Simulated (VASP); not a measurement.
Consider the following.

```yaml
crystal:
  lattice:
    - [0.00000, 3.06225, 3.06225]
    - [3.06225, 0.00000, 3.06225]
    - [3.06225, 3.06225, 0.00000]
  atoms:
    - { symbol: Cd, position: [0.00000, 0.00000, 0.00000] }
    - { symbol: Se, position: [0.25000, 0.25000, 0.25000] }
```

The numbers are results of PBE GGA with D4 dispersion, VASP's PBE PAW potentials (set 64) (plane waves; VASP), not measurements. Settings: 520 eV cut-off, 7×7×7 Γ-centred mesh, Gaussian smearing of 0.050 eV, potentials Cd Se.

**Question.** Estimate the energy per atom (σ→0), band gap (on the k-mesh) with the smallest direct gap where there is one.

**Answer.** 
```
Property                                             Result
-----------------------------------  ----------------------
band gap (on the k-mesh)                            0.56 eV
smallest direct gap (on the k-mesh)                 0.56 eV
energy per atom (σ→0)                -295.1 kJ/mol of atoms
```

The absolute energy has meaning only against runs of the same code, potentials and settings.

The compound is CdSe in the zinc blende structure, whereas wurtzite is the usual form. It was relaxed first. The start is the result of an earlier pass.
